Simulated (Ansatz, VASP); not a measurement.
# Ga3CuAs3Cl in two plane-wave programs, part 2 of 2

Aim: how closely do two programs agree when they are given the same cell, functional and k mesh? The cell is generated by rule, not measured, and may not be a known phase. The cell is taken from a series of runs on this material, whose earlier steps may have relaxed, scaled, displaced or heated it; both programs get it as it stands.

VASP 6.6.1 and Ansatz 0.2.0.

So far: Set-up; Ansatz: relaxation of cell and atoms, PBEsol.

## 3. VASP: relaxation of cell and atoms, PBEsol

Level of this step: PBEsol, no spin polarisation; plane waves and PAW (As, Cl, Cu, Ga_d); invented cell (VASP).

The same cell, functional, mesh and smearing now go to VASP, with its own data sets.

Lines of VASP's logs that name or quote its potential files are left out, and so is its time.

INCAR

```
SYSTEM = Ga3CuAs3Cl
PREC = Accurate
ENCUT = 600
EDIFF = 1E-07
NELM = 120
ISMEAR = 1
SIGMA = 0.2
LREAL = .FALSE.
ALGO = Normal
GGA = PS
NBANDS = 44
LASPH = .TRUE.
LORBIT = 11
LWAVE = .FALSE.
LCHARG = .FALSE.
ISIF = 3
IBRION = 2
NSW = 80
EDIFFG = -0.005
GGA_COMPAT = .FALSE.
NELMIN = 4
KPAR = 2
```

POSCAR

```
Ga3CuAs3Cl
1.0
    3.9968470000      0.0000000000      0.0000000000
    0.0000000000      4.0574740000      0.0000000000
   -0.2640740000      0.0000000000     11.2796950000
As Cl Cu Ga
3 1 1 3
Direct
    0.4794299757      0.0000000000      0.1256400107
    0.9970380226      0.5000000000      0.3770512412
    0.5048407878      0.0000000000      0.6284351660
    0.9592506837      0.5000000000      0.8850709173
    0.5936871056      0.5000000000      0.7185430102
    0.9711035445      0.0000000000      0.0047346138
    0.4889386823      0.5000000000      0.2548721397
    0.9967206081      0.0000000000      0.5056528567
```

KPOINTS

```
Automatic mesh
0
Gamma
10 10 4
0 0 0
```

Potentials, in the order of the species: As, Cl, Cu and Ga_d (PBE family, release 64).

On the command line:

```console
$ mpirun -np 2 vasp_std
```

Numbers of over 12 decimals in the logs are rounded to 6 here.

The log of the run:

```text
[banner, memory and clock lines left out]
running    2 mpi-ranks, on    1 nodes
 distrk:  each k-point on    1 cores,    2 groups
 distr:  one band on    1 cores,    1 groups

 POSCAR found type information on POSCAR AsClCuGa
 POSCAR found :  4 types and       8 ions
|                                                                             |
|               ----> ADVICE to this user running VASP <----                  |
|                                                                             |
|     You enforced a specific xc type in the INCAR file but a different       |
|     [... a line on the potential file left out ...]
|     I HOPE YOU KNOW WHAT YOU ARE DOING!                                     |
|                                                                             |

 LDA part: xc-table for (Slater+PW92), standard interpolation
 POSCAR, INCAR and KPOINTS ok, starting setup
 FFT: planning ... GRIDC
 FFT: planning ... GRID_SOFT
 FFT: planning ... GRID
 WAVECAR not read
 entering main loop
       N       E                     dE             d eps       ncg     rms          rms(c)
DAV:   1     0.712088574977E+03    0.71209E+03   -0.34719E+04 12116   0.245E+03
DAV:   2     0.974513762700E+02   -0.61464E+03   -0.59592E+03 11992   0.632E+02
DAV:   3    -0.246687826902E+02   -0.12212E+03   -0.11807E+03 14012   0.210E+02
DAV:   4    -0.348881520234E+02   -0.10219E+02   -0.10061E+02 16068   0.579E+01
DAV:   5    -0.352566368334E+02   -0.36848E+00   -0.36654E+00 16024   0.110E+01    0.125E+01
DAV:   6    -0.353535701149E+02   -0.96933E-01   -0.46976E+01 14888   0.785E+01    0.905E+00
DAV:   7    -0.331705633810E+02    0.21830E+01   -0.94450E+00 15268   0.663E+01    0.475E+00
DAV:   8    -0.335413244507E+02   -0.37076E+00   -0.53674E+00 17584   0.267E+01    0.604E+00
DAV:   9    -0.335337512396E+02    0.75732E-02   -0.92503E+00 16076   0.356E+01    0.329E+00
DAV:  10    -0.332871139234E+02    0.24664E+00   -0.76050E-01 15872   0.180E+01    0.135E+00
DAV:  11    -0.332632811392E+02    0.23833E-01   -0.20231E-01 17612   0.515E+00    0.492E-01
DAV:  12    -0.332612679957E+02    0.20131E-02   -0.48093E-02 18256   0.245E+00    0.145E-01
DAV:  13    -0.332618209683E+02   -0.55297E-03   -0.46931E-03 15816   0.478E-01    0.141E-01
DAV:  14    -0.332615338800E+02    0.28709E-03   -0.16259E-03 14632   0.687E-01    0.236E-02
DAV:  15    -0.332615634959E+02   -0.29616E-04   -0.35651E-04 15268   0.720E-02    0.248E-02
DAV:  16    -0.332615546786E+02    0.88173E-05   -0.50402E-05 15984   0.120E-01    0.736E-03
DAV:  17    -0.332615578244E+02   -0.31458E-05   -0.20811E-05 15428   0.214E-02    0.685E-03
DAV:  18    -0.332615564902E+02    0.13342E-05   -0.33656E-06 14216   0.110E-02    0.398E-03
DAV:  19    -0.332615563432E+02    0.14699E-06   -0.12146E-06 13452   0.108E-02    0.168E-03
DAV:  20    -0.332615563833E+02   -0.40060E-07   -0.14499E-07  7832   0.494E-03
   1 F= -.33261556E+02 E0= -.33261956E+02  d E =-.332616E+02
[... from here on, the cycles between the ionic steps are left out ...]
   2 F= -.33261811E+02 E0= -.33262215E+02  d E =-.254137E-03
   3 F= -.33261814E+02 E0= -.33262218E+02  d E =-.258098E-03
   4 F= -.33261815E+02 E0= -.33262219E+02  d E =-.258383E-03
   5 F= -.33261850E+02 E0= -.33262255E+02  d E =-.351165E-04
   6 F= -.33261894E+02 E0= -.33262304E+02  d E =-.794041E-04
   7 F= -.33261916E+02 E0= -.33262326E+02  d E =-.214351E-04
   8 F= -.33261915E+02 E0= -.33262326E+02  d E =-.208680E-04
   9 F= -.33261915E+02 E0= -.33262326E+02  d E =-.209876E-04
 curvature:  -1.07 expect dE=-0.116E-04 dE for cont linesearch -0.177E-07
 trial: gam= 0.29959 g(F)=  0.631E-05 g(S)=  0.455E-05 ort = 0.112E-05 (trialstep = 0.900E+00)
 search vector abs. value=  0.183E-04
 bond charge predicted
       N       E                     dE             d eps       ncg     rms          rms(c)
DAV:   1    -0.332619318013E+02   -0.16624E-04   -0.19864E-03 12396   0.215E-01    0.242E-02
DAV:   2    -0.332619283327E+02    0.34685E-05   -0.86740E-05 17440   0.970E-02    0.145E-02
DAV:   3    -0.332619257266E+02    0.26061E-05   -0.23411E-05 15872   0.791E-02    0.114E-02
DAV:   4    -0.332619233310E+02    0.23956E-05   -0.98693E-06 15712   0.519E-02    0.227E-03
DAV:   5    -0.332619233428E+02   -0.11863E-07   -0.14048E-06 14188   0.695E-03    0.985E-04
DAV:   6    -0.332619233350E+02    0.78526E-08   -0.87955E-08  7232   0.437E-03
  10 F= -.33261923E+02 E0= -.33262334E+02  d E =-.817732E-05
 trial-energy change:   -0.000008  1 .order   -0.000008   -0.000010   -0.000006
 step:   2.4965(harm=  2.4965)  dis= 0.00074  next Energy=   -33.261929 (dE=-0.140E-04)
 reached required accuracy - stopping structural energy minimisation
```

From OUTCAR (step 3):

```text
ion  position               nearest neighbor table
   1  0.479  0.000  0.126-   6 2.42   6 2.42   7 2.50   7 2.50
   2  0.997  0.500  0.377-   7 2.43   7 2.43   8 2.49   8 2.49
   3  0.505  0.000  0.628-   5 2.29   5 2.29   8 2.43   8 2.43
   4  0.959  0.500  0.885-   5 2.35   6 2.44   6 2.44
   5  0.594  0.500  0.719-   3 2.29   3 2.29   4 2.35
   6  0.971  0.000  0.005-   1 2.42   1 2.42   4 2.44   4 2.44
   7  0.489  0.500  0.255-   2 2.43   2 2.43   1 2.50   1 2.50
   8  0.997  0.000  0.506-   3 2.43   3 2.43   2 2.49   2 2.49

  LATTYP: Found a simple monoclinic cell.
 ALAT       =     3.9968470000
 B/A-ratio  =     1.0151687067
 C/A-ratio  =     2.8229216065
 COS(beta)  =    -0.0234050354

 Subroutine GETGRP returns: Found  2 space group operations
 (whereof  2 operations were pure point group operations)

The static configuration has the point symmetry C_1h.

 Found    132 irreducible k-points:

   k-points           NKPTS =    132   k-points in BZ     NKDIM =    132   number of bands    NBANDS=     44

   dimension x,y,z NGX =    32 NGY =   32 NGZ =   90
   dimension x,y,z NGXF=    64 NGYF=   64 NGZF=  180

   ENCUT  =  600.0 eV  44.10 Ry    6.64 a.u.   7.98  8.10 22.53*2*pi/ulx,y,z

   NELECT =      72.0000    total number of electrons

 k-points in reciprocal lattice and weights: Automatic mesh
   0.00000000  0.00000000  0.00000000       0.003
   0.10000000  0.00000000  0.00000000       0.005
   0.20000000  0.00000000  0.00000000       0.005
   0.30000000  0.00000000  0.00000000       0.005
   0.40000000  0.00000000  0.00000000       0.005
   0.50000000  0.00000000  0.00000000       0.003
   0.00000000  0.10000000  0.00000000       0.005
   0.10000000  0.10000000  0.00000000       0.010
   0.20000000  0.10000000  0.00000000       0.010
[...]
0.40000000  0.50000000  0.50000000       0.005
   0.50000000  0.50000000  0.50000000       0.003

 average (electrostatic) potential at core
       1 -51.0918       2 -50.5172       3 -49.9295       4 -93.9988       5 -66.6339
       6 -67.4189       7 -66.7688       8 -66.1562

 E-fermi :   3.9149

 k-point     1 :       0.0000    0.0000    0.0000
  band No.  band energies     occupation
    ...
     32       2.0634      2.00000
     33       2.3037      2.00000
     34       2.7302      2.00000
     35       3.2097      2.00001
     36       3.5687      2.03445
     37       4.1757     -0.06918
     38       4.7452     -0.00000
     39       4.8583     -0.00000
     40       5.6973     -0.00000
     41       5.9275     -0.00000
    ...

 k-point     2 :       0.1000    0.0000    0.0000
  band No.  band energies     occupation
    ...
     32       1.8926      2.00000
     33       2.3347      2.00000
     34       2.3632      2.00000
     35       3.1328      2.00000
     36       3.8588      1.45467
     37       4.1894     -0.06546
     38       4.9706     -0.00000
     39       5.4180     -0.00000
     40       5.7732     -0.00000
     41       6.3578     -0.00000
    ...

 k-point     3 :       0.2000    0.0000    0.0000
  band No.  band energies     occupation
    ...
     32       1.9365      2.00000
     33       2.1549      2.00000
     34       2.4115      2.00000
     35       2.9922      2.00000
     36       3.9619      0.61450
     37       4.2234     -0.05145
     38       5.1136     -0.00000
     39       5.6559     -0.00000
     40       6.7292     -0.00000
     41       6.9298     -0.00000
    ...

  Total        0.0074725      0.0155584      0.0039911      0.0000000      0.0000000     -0.0077779
  in kB        0.0652834      0.1359264      0.0348687      0.0000000      0.0000000     -0.0679515
  external PRESSURE =       0.0786929 kB  Pullay stress =       0.0000000 kB

  energy-cutoff  :      600.00
  volume of cell :      183.39
      direct lattice vectors                 reciprocal lattice vectors
     4.001372703  0.000000000  0.001187575     0.249912519  0.000000000  0.005784304
     0.000000000  4.063956179  0.000000000     0.000000000  0.246065645  0.000000000
    -0.261020554  0.000000000 11.277467207    -0.000026317  0.000000000  0.088671784

 POSITION                                       TOTAL-FORCE (eV/Angst)
 -----------------------------------------------------------------------------------
      1.88557      0.00000      1.41748        -0.000103      0.000000      0.003437
      3.89082      2.03198      4.25311        -0.000692      0.000000      0.002174
      1.85573      0.00000      7.08730        -0.000408      0.000000      0.001327
      3.61050      2.03198      9.98559         0.001849      0.000000     -0.000583
      2.18409      2.03198      8.09962        -0.003981      0.000000      0.000839
      3.88509      0.00000      0.05608         0.002233      0.000000     -0.003022
      1.89012      2.03198      2.87463         0.001146      0.000000     -0.000345
      3.85676      0.00000      5.70443        -0.000043      0.000000     -0.003826
 -----------------------------------------------------------------------------------
    total drift:                               -0.000505      0.000000      0.000416

  FREE ENERGIE OF THE ION-ELECTRON SYSTEM (eV)
  ---------------------------------------------------
  free  energy   TOTEN  =       -33.2619233350 eV

  energy  without entropy=      -33.2631553031  energy(sigma->0) =      -33.26233399

 reached required accuracy - stopping structural energy minimisation

 total charge
# of ion       s       p       d       tot
------------------------------------------
    1        1.225   1.566   0.031   2.822
    2        1.224   1.560   0.031   2.815
    3        1.212   1.573   0.045   2.830
    4        1.606   3.438   0.000   5.044
    5        0.446   0.288   9.250   9.983
    6        0.945   0.638  10.000  11.584
    7        0.897   0.774   9.990  11.661
    8        0.895   0.772   9.991  11.658
--------------------------------------------------
tot          8.450  10.609  39.338  58.396

[... 3 further parts left out ...]
```

CONTCAR:

```
Ga3CuAs3Cl
   1.00000000000000
     4.0013727032217314    0.0000000000000000    0.0011875747632239
     0.0000000000000000    4.0639561794737560    0.0000000000000000
    -0.2610205540426547    0.0000000000000000   11.2774672070655217
  As              Cl              Cu              Ga
     3     1     1     3
Direct
     0.4794279213376936    0.0000000000000000    0.1256411257991580
     0.9969667631407261    0.5000000000000000    0.3770286859812768
     0.5047644803517866    0.0000000000000000    0.6283949791156023
     0.9600695580944830    0.5000000000000000    0.8853452803182525
     0.5926820402690955    0.5000000000000000    0.7181502834832180
     0.9712569603897819    0.0000000000000000    0.0048702094415443
     0.4889934642755594    0.5000000000000000    0.2548488208882426
     0.9968482224408686    0.0000000000000000    0.5057205705727090
```

This run has no spin polarisation, so a moment on Cu, if there is one, isn't seen. The run keeps the 2 symmetry operations of its start, so it cannot find a distortion of lower symmetry.

## 4. Comparison

Known differences besides the potentials themselves: the data sets hold 110 valence electrons in Ansatz (on its default PAW (the set named soft_2) files) and 72 in VASP; the cutoff is 420 eV in Ansatz and 600 eV in VASP; Ansatz makes its cores anew for this functional, VASP keeps those of its PBE data sets; Ansatz adds a Pulay correction to the stress that steers its cell, VASP none. Total energies have different zeros and are not compared.

Compared:

```csv
quantity,Ansatz,VASP,difference
volume (Å³),182.83,183.39,-0.30 %
"edge a after relaxation, in the typed setting (Å)",3.998,4.001,-0.07 %
"edge b after relaxation, in the typed setting (Å)",4.061,4.064,-0.06 %
"edge c after relaxation, in the typed setting (Å)",11.261,11.280,-0.17 %
```

## 5. Summary of results

```
difference in volume (relaxation of cell and atoms, PBEsol) : -0.30 %
```

**Reading.** The difference in volume is -0.30 % (relaxation of cell and atoms, PBEsol), within the 1.2 % picked in this series as the mark of a large difference, as far as the stopping tolerances let one tell. The data sets hold unlike numbers of valence electrons (110 in Ansatz and 72 in VASP), so part of the differences comes from the potentials. Such differences can come from data sets, numerical settings and the points named under the comparisons, not from the functional's error against experiment.

[Lines on the potential files, build, host, timing and source positions are cut from VASP's logs without a mark.]

[Logs are printed without paths, hosts, clocks, repeated set-up lines and the standing remarks that a program may print on its own settings, such as how far it seeks lower states.]

[Hosts, paths, dates, database ids (printed as entryN), source tags and the programs' standing remarks are cut or masked in the printed files.]
